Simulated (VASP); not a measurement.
Data:

```
Zn
1.0
   -1.53048     1.53048     1.53048
    1.53048    -1.53048     1.53048
    1.53048     1.53048    -1.53048
Zn
1
Direct
  0.00000   0.00000   0.00000
```

Method: r2SCAN meta-GGA, VASP's PBE PAW potentials (set 64) (plane waves; VASP 6.6.1). Settings: 400 eV cut-off, 15×15×15 Γ-centred mesh, first-order Methfessel-Paxton smearing of 0.10 eV, potentials Zn.

Q: What does the run give for the energy per atom (σ→0), band gap (on the k-mesh) with the smallest direct gap where there is one?

A: 
```json
{
 "band gap (on the k-mesh)": "none (metal, semimetal or under 0.01 eV)",
 "energy per atom (σ→0)": "-8.796 eV/atom"
}
```

The structure was generated: Zn was put into the bcc type (Im-3m), which need not be its known phase. It was relaxed first, which changed the volume by -5 %. The start is the result of an earlier pass.
